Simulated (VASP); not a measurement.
An input for Quantum ESPRESSO's pw.x (written as the equivalent of a VASP run, and not itself run):

```
&CONTROL
  calculation = 'scf'
  pseudo_dir = './pseudo'
  outdir = './out'
  tprnfor = .true.
  tstress = .true.
/
&SYSTEM
  ibrav = 0
  nat = 2
  ntyp = 2
  ecutwfc = 84
  occupations = 'tetrahedra'
  input_dft = 'vdw-df2'
/
&ELECTRONS
  conv_thr = 7.3e-09
  electron_maxstep = 100
/
ATOMIC_SPECIES
  Ti 47.867 Ti.upf
  Al 26.982 Al.upf
CELL_PARAMETERS angstrom
     2.8511506    0.0000000    0.0000000
     0.0000000    2.8511506    0.0000000
     0.0000000    0.0000000    4.1008010
ATOMIC_POSITIONS crystal
  Ti   0.0000000  0.0000000  0.0000000
  Al   0.5000000  0.5000000  0.5000000
K_POINTS automatic
  14 14 10 0 0 0
```

Q: Translate this input to VASP (INCAR, KPOINTS, POSCAR, choice of POTCAR).

A: One answer among several that fit: 
### INCAR
```
SYSTEM = TiAl
PREC = Accurate
ENCUT = 520
EDIFF = 1E-7
NELM = 100
ALGO = Normal
LREAL = .FALSE.
LASPH = .TRUE.
ISMEAR = -5
GGA = ML
ZAB_VDW = -1.8867
LUSE_VDW = .TRUE.
AGGAC = 0.0
LMAXMIX = 4
LWAVE = .FALSE.
LCHARG = .TRUE.
LORBIT = 11
NEDOS = 601
ISIF = 2
```

**POSCAR**
```
TiAl
1
    2.8511505582     0.0000000000     0.0000000000
    0.0000000000     2.8511505582     0.0000000000
    0.0000000000     0.0000000000     4.1008010395
Ti Al
1 1
Direct
  0.0000000000   0.0000000000   0.0000000000
  0.5000000000   0.5000000000   0.5000000000
```

**KPOINTS**
```
Automatic mesh
0
Gamma
14 14 10
0 0 0
```

POTCAR, in this order: Ti_sv Al (PBE.64 set). Program: vasp_std.

Limits of the translation: the potentials are each code's own (VASP's PAW set, PseudoDojo norm-conserving files in pw.x), so ENCUT and ecutwfc are chosen apart and not converted; conv_thr bounds pw.x's estimated SCF error, while EDIFF bounds the energy change between steps.

The compound is TiAl in the L1_0 structure. It was relaxed first.
